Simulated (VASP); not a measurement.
TeRu: single point with LDA+U

The system is TeRu.

```
Ru Te
1.0
     3.79508    0.00000    0.00000
    -1.89754    3.28664    0.00000
     0.00000    0.00000    3.70381
Ru Te
1 1
Cartesian
  0.0000 0.0000 0.0000
  1.8975 1.0955 1.8519
```

The cell comes from a database or a generator and needn't be the stable form of this composition.

```
Program                : VASP 6.6.1
Task                   : single point
Functional             : LDA
Potentials or basis    : VASP PAW LDA potentials, release 64 (Ru_pv, Te)
Cutoff                 : 520 eV
k mesh                 : 6 × 6 × 5
Occupations            : gaussian, width 0.05 eV
Spin                   : non-collinear spin, random start, spin-orbit coupling
Starting moments       : [[-0.109, 0.662, 0.471], [-0.0, -0.0, -0.0]] μB
Hubbard terms          : Ru d U = 2 eV
Further INCAR settings : ALGO = Fast; EDIFF = 1e-06; NBANDS = 32
```

```json
{"Pressure": "-19.7 GPa", "Net moment": "0.00 μB per cell", "Valence electrons inside the program's atomic spheres": "Ru 12.47; Te 3.29"}
```

Stress tensor (GPa, compression positive):
```
-17.15   0.00   0.00
  0.00 -17.15   0.00
  0.00   0.00 -24.73
```

Moments on the atoms (μB; x, y, z):
```
Ru  0.00 0.00 0.00
Te  0.00 0.00 0.00
```

Run time: 8.7 min on 1 thread of Intel(R) Xeon(R) Platinum 8488C (Sapphire Rapids), on a shared host, peak memory 0.48 GiB.

Caveat: the U is typed as a test and isn't derived for this compound. The state reached can hang on the start; a lower one may exist.
